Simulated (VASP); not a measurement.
## LiCoC2: single point with PBE

The system is LiCoC2.

```
Li Co C
1.0
     1.41428    2.44961    0.00000
    -1.41428    2.44961    0.00000
     0.00000   -1.63307    4.70555
Li Co C
1 1 2
Direct
  0.50000 0.50000 0.50000
  0.00000 0.00000 0.00000
  0.25920 0.25920 0.77760
  0.74080 0.74080 0.22240
```

The cell was built by a generator and needn't be a form met in nature.

```
Program             : VASP 6.6.1
Task                : single point
Functional          : PBE
Potentials or basis : VASP PAW PBE potentials, release 64 (Li_sv, Co, C)
Cutoff              : 520 eV
k mesh              : 7 × 7 × 7
Occupations         : fermi-dirac, width 0.1 eV
Spin                : no spin polarisation
```

```json
{
  "Largest force": "0.654 eV/Å",
  "Band gap on the k mesh": "none (metal or under the smearing width)"
}
```

Forces on the atoms (eV/Å):
```
Li   0.000  0.000  0.000
Co   0.000  0.000  0.000
C    0.000  0.000  0.654
C    0.000  0.000 -0.654
```

Levels at points of the mesh, in eV from the Fermi level:
| k point | band 6 | band 7 | band 8 | band 9 | band 10 | band 11 | band 12 | band 13 | band 14 | band 15 |
| --- | --- | --- | --- | --- | --- | --- | --- | --- | --- | --- |
| (0.00, 0.00, 0.00) | -4.21 | -1.87 | -1.87 | -0.21 | 2.07 | 2.38 | 2.38 | 4.75 | 4.75 | 10.92 |

Run time: 14 s on 1 thread of Intel(R) Xeon(R) 6975P-C (Granite Rapids) (shared host), peak memory 0.17 GiB.

Caveat: the k mesh is coarse (spacing up to 0.37 Å⁻¹), so the values aren't converged. Spin polarisation is off, so any magnetic state and its effect on volume and gap are missing.
